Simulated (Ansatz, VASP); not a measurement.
GaGe: VASP beside Ansatz

The input INCAR:

```
PREC     = Accurate       # precision mode
ENCUT    = 520            # plane-wave cutoff, eV
EDIFF    = 1E-7           # SCF threshold, eV
ISMEAR   = -1             # smearing method
SIGMA    = 0.05           # smearing width, eV
LREAL    = F              # projectors in reciprocal space
LASPH    = T              # aspherical terms in the spheres
NELM     = 60             # most SCF steps
ALGO     = Normal         # electronic algorithm
ISIF     = 2              # what is computed and relaxed
LWAVE    = F              # write WAVECAR
LCHARG   = F              # write CHGCAR
GGA      = PE             # functional
NBANDS   = 20             # bands
```

Contents of KPOINTS:

```
regular mesh
0
Gamma
  8 8 8
```

Contents of POSCAR:

```
GaGe
1.0
    0.0000000000      2.8978440000      2.8978440000
    2.8978440000      0.0000000000      2.8978440000
    2.8978440000      2.8978440000      0.0000000000
Ge Ga
1 1
Direct
    0.0000000000      0.0000000000      0.0000000000
    0.2500000000      0.2500000000      0.2500000000
```

Contents of input.yaml:

```yaml
crystal:
  lattice:
    - [0.0, 2.897844, 2.897844]
    - [2.897844, 0.0, 2.897844]
    - [2.897844, 2.897844, 0.0]
  atoms:
    - { symbol: Ge, position: [0.0, 0.0, 0.0] }
    - { symbol: Ga, position: [0.25, 0.25, 0.25] }
hamiltonian:
  xc: pbe
  pseudopotentials: { kind: paw }
kpoints:
  mp_grid: { grid: [8, 8, 8] }
scf:
  occupations: { method: fermi_dirac, width: 0.05 }
output:
  forces: true
  stress: true
  eigenvalues: true
  write_density: true
  write_potential: true
  elf: true
  volumetric_format: npy
```

The cell comes from a database or a generator and needn't be the stable form of this composition.

Alike in both runs: task single point; functional PBE; k mesh 8 × 8 × 8; occupations fermi-dirac, width 0.05 eV; no spin polarisation.

|  | VASP | Ansatz |
| --- | --- | --- |
| version | VASP 6.6.1 | Ansatz 0.2.0 |
| potentials or method | VASP PAW PBE potentials, release 64 (Ge_d, Ga_d) | Ansatz PAW |
| plane-wave cutoff (eV) | 520 | 420 |
| valence electrons in the cell | 27 | 27 |

```csv
,VASP,Ansatz,Ansatz less VASP
gap on the k mesh at the Fermi level (eV),none,none,-
pressure (GPa),0.3,0.2,-0.05
```

A gap of «none» marks a metal or a gap that the smearing closes.
